**Question**

The filled bands of SiC span about 15 eV, and their top edge drops by about 3 eV between the zone centre Γ and the point X. Towards K it drops far more slowly. I have PBE levels along both lines and want the levels at (0.3, 0), which lies 60% of the way from Γ to L, on a third line. Can they be predicted from the other two?

VASP 6.6.1 PBE calculation of SiC (F-43m, 2-atom cell) with the recommended PAW PBE potentials, a 520 eV plane-wave cutoff, a 10×10×10 k mesh and Gaussian smearing of 0.014 eV, without spin polarisation or spin–orbit coupling. Levels are numbered outward from the gap, with energies relative to the valence top; the third k-point coordinate is 0.

| point a (reciprocal cell vector) | point b (reciprocal cell vector) | level under 4 (eV) | level under 3 (eV) | level under 2 (eV) | level under 1 (eV) | level over 1 (eV) | level over 2 (eV) |
| --- | --- | --- | --- | --- | --- | --- | --- |
| 0.0000 | 0.0000 | -15.403 | 0.000 | 0.000 | 0.000 | 6.234 | 7.307 |
| 0.3000 | 0.0000 | ? | ? | ? | ? | ? | ? |
| 0.2000 | 0.2000 | -14.372 | -2.390 | -1.445 | -1.445 | 4.968 | 7.080 |
| -0.2000 | 0.2000 | -13.397 | -4.800 | -3.216 | -0.647 | 6.562 | 8.007 |
| 0.3000 | 0.3000 | -13.131 | -4.358 | -2.362 | -2.362 | 3.168 | 5.613 |
| -0.3000 | 0.3000 | -11.337 | -6.738 | -5.255 | -1.784 | 4.468 | 9.377 |
| 0.5000 | 0.5000 | -10.386 | -7.795 | -3.185 | -3.185 | 1.357 | 4.322 |

Point a and point b are coordinates along two reciprocal cell vectors; the third coordinate is zero. Rows with equal a and b run from Γ to X, and rows with opposite a and b run towards K. If I copy the top level from the Γ–X curve at the same distance from Γ, I get about −1.9 eV. The Γ–K curve gives about −0.5 eV. Which should I trust?

**Answer**

Neither curve can simply be copied, but together they contain most of what you need. First put all points on one scale. With q = |a − b| and r = |a + b|, the squared distance from Γ is k² = 2q² + r², in units of (2π/lattice constant)². Your point has q = r = 0.3 and so k² = 0.27.

The bottom level is the easy one. It is a single level at Γ, and in a cubic crystal the k² term of a single level is the same in every direction. A straight line in k², fitted to Γ and the three known points with k² below 0.4, rises by 6.28 eV per unit of k². My forecast is −13.70 ± 0.15 eV. The line must not be carried to the zone boundary: at X it already errs by 1.3 eV.

The top level depends on direction because it is made of p orbitals, which have a direction themselves. All the points here lie in mirror planes of the crystal. Take the p orbital that changes sign under the mirror: it cannot mix with s orbitals, so only one such orbital on C and one on Si remain. Two of the four bonds around each atom lie in the mirror plane and couple these orbitals sideways (π); the other two couple them mostly head-on (σ).

At Γ, the combination that is bonding through the σ bonds is antibonding through the π bonds. Going towards X turns the phase between the two sets until both are bonding, and the level sinks fast. Going towards K first only weakens the π coupling, so less is gained. The line to L does some of both, but there too the π coupling fades, which leaves the changing phase less to act on.

For two coupled orbitals, (E − P/2)² equals a constant plus the squared coupling. Here E is the level counted from the valence top, and P = 7.307 eV is the separation of the bonding and antibonding p levels at Γ. I take P from the second empty level there, whose p character is the standard assignment. Subtracting the same equation at Γ, where E = 0, and keeping nearest neighbours leaves two coefficients, fitted to the six known rows:

E² − P·E = 17.06 (1 − cos πq · cos πr) − 7.05 sin² πq

At your point both trigonometric terms equal 0.655. The right-hand side is therefore 0.655 × (17.06 − 7.05) = 6.55 eV², and

E = 3.65 − √(3.65² + 6.55) ≈ −0.81 eV.

The formula reproduces the top level in the known rows to within 0.09 eV, so I allow ±0.15 eV. The threefold axis along Γ–L requires a partner at the same energy, so the upper two filled levels should coincide.

That leaves the third level below the top. The sum of the three levels that meet at Γ also has a k² term without direction. Fitted with k² and k⁴ to the same near points, this sum comes to −7.79 eV at your point. The fit serves only near Γ: in the two known rows left out of it, the sum comes out too shallow by 5.64 eV on the way to K and by 13.8 eV at X. Taking away the pair gives −7.79 + 2 × 0.81 = −6.17 eV. I forecast −6.2 ± 0.7 eV, with a shallower value the likelier miss: the zone face at L is nearer than X and should flatten the bands earlier.

For the empty levels I have only interpolation between Γ and the first Γ–K point, since the Γ–X line runs down into the conduction valley at X. It gives 6.5 ± 0.8 and 7.9 ± 0.8 eV, with low confidence. PBE makes the gap too small, so these are not excitation energies in any case.

The withheld rows as computed:

| point a (reciprocal cell vector) | point b (reciprocal cell vector) | level under 4 (eV) | level under 3 (eV) | level under 2 (eV) | level under 1 (eV) | level over 1 (eV) | level over 2 (eV) |
| --- | --- | --- | --- | --- | --- | --- | --- |
| 0.3000 | 0.0000 | -13.707 | -5.439 | -0.756 | -0.756 | 5.796 | 7.772 |

The bottom level is a hit to about 0.01 eV. The upper two levels do coincide, at −0.76 eV, which is 0.05 eV above the forecast. This supports the picture of two coupled p orbitals, although a good fit cannot confirm the orbital character by itself. The exact coincidence also relies on spin–orbit coupling being left out.

The third level is a miss. It lies at −5.44 eV, just outside the range and on the shallow side. The error comes from the sum of three levels, which is 0.84 eV too deep; the small miss of the pair takes back 0.10 eV of it. The fit had reproduced its own Γ–K point to 0.06 eV, but agreement along two directions did not guarantee the third.

A direction-dependent k⁴ term looks like the obvious cause, but the known rows speak against it acting alone. With k = (x, y, z), cubic symmetry allows just one such term, x⁴ + y⁴ + z⁴. It equals k⁴ on Γ–X, half of that on Γ–K and a third on Γ–L. The fit without direction meets the near points on both known lines to within 0.06 eV, so if nothing beyond k⁴ counted, this term would be small and could shift Γ–L only slightly. The next order brings in x²y²z², which is zero on both known lines and, at a given k², largest towards L. A power series fitted to those two lines cannot see it. It is a plausible cause, though not a proven one: other terms beyond k⁴ were left out as well, and on Γ–K they could hide a k⁴ term by cancelling it. The formula for the top level has an advantage here, because the bond directions and the lattice tie its behaviour along the three lines together. For the bottom level, terms beyond k² matter little at these distances, on Γ–L as on the other two lines. Whether the nearby face at L is the cause, a single point on this line cannot settle.

Both empty levels fall inside their ranges. The first, at 5.80 eV, does so only just: it lies 0.7 eV below the forecast, and it has dropped from its value at Γ, whereas the Γ–K curve rises at first, so Γ–K was a poor guide for it. The second, at 7.77 eV, is 0.1 eV below the forecast. The output printed below shows "n/a" for this interpolation and for your two copied curves, so those estimates were worked by hand.

The point (0.2, 0), with k² = 0.12, would give a rough test of the explanation of the miss. If the x²y²z² term alone is responsible, the error in the sum should shrink there to about 0.84 × (0.12/0.27)³ ≈ 0.07 eV. If the cause is mostly a k⁴ term, hidden on Γ–K by other terms, about 0.84 × (0.12/0.27)² ≈ 0.17 eV should remain. The misfit of up to 0.06 eV in the near rows used for the fit blurs the difference, and a clearly larger error would mean that neither term is enough by itself. Which do you find?

Printed output of the fit:

```
squared distance of the withheld point from Gamma [(2 pi/a)^2]: 0.27
fit of level_under_4 on 4 rows (k2 < 0.4): constant -15.39 +/- 0.015, coefficient of k2 6.28 +/- 0.058; rms 0.0116, worst 0.2 -0.0177, leave-one-out rms 0.0262
  rows outside the fit (model, value, miss): 0.3 -13.7, -13.71, 0.00803; -0.3 -10.87, -11.34, 0.464; 0.5 -9.115, -10.39, 1.27
fit of trio on 4 rows (k2 < 0.4): coefficient of k2 -39.38 +/- 0.57, coefficient of k4 39.01 +/- 1.7; rms 0.0359, worst -0.2 0.0556, leave-one-out rms 0.141
  rows outside the fit (model, value, miss): 0.3 -7.789, -6.951, -0.838; -0.3 -8.133, -13.78, 5.64; 0.5 -0.3732, -14.16, 13.8
fit of depth on 6 rows: coefficient of hop 17.06 +/- 0.25, coefficient of side -7.053 +/- 0.57; rms 0.521, worst 0.2 -0.857, leave-one-out rms 0.959
  rows outside the fit (model, value, miss): 0.3 6.551, 6.096, 0.455
largest misfit of the top level in the known rows [eV]: 0.08475
top level if it followed the Gamma-X curve [eV]: n/a
top level if it followed the Gamma-K curve [eV]: n/a
forecast of the upper pair [eV]: -0.8073
upper pair, forecast less computed [eV]: -0.05132
computed splitting of the upper pair [eV]: 0
forecast of the single level [eV]: -6.174
single level, forecast less computed [eV]: -0.7354
forecast of the first empty level [eV]: n/a
first empty level, forecast less computed [eV]: n/a
forecast of the second empty level [eV]: n/a
second empty level, forecast less computed [eV]: n/a
```
